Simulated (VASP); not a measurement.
```xyz
6
Lattice="3.1545 0.0000 0.0000 -1.5772 2.7318 0.0000 0.0000 0.0000 25.2424" Properties=species:S:1:pos:R:3 pbc="T T T"
W      1.5772     0.9106     9.5535
W      0.0000     1.8212    15.6888
S      0.0000     1.8212    11.1274
S      0.0000     1.8212     7.9780
S      1.5772     0.9106    17.2643
S      1.5772     0.9106    14.1150
```

Calculation: HSE06 screened hybrid (exact exchange on a k-mesh reduced by 3x3x1), VASP's PBE PAW potentials (set 64) (plane waves; VASP 6.6.1). Run with PREC = Normal, EDIFF = 1E-5, 400 eV cut-off, 12×12×1 Γ-centred mesh, Gaussian smearing of 0.050 eV, potentials W S.

Exact exchange is summed on a reduced mesh (NKRED).

Question: What does the run give for the energy per atom (σ→0), largest force?

Answer: 
The energy per atom (σ→0) is -9.432 eV/atom and the largest force comes out as 0.01249 Ha/bohr.

Only differences to runs with the same potentials and settings are physical.

The cell is a sheet with vacuum, built from WS2 (2H layered). The cell's shape comes from a PBE relaxation.
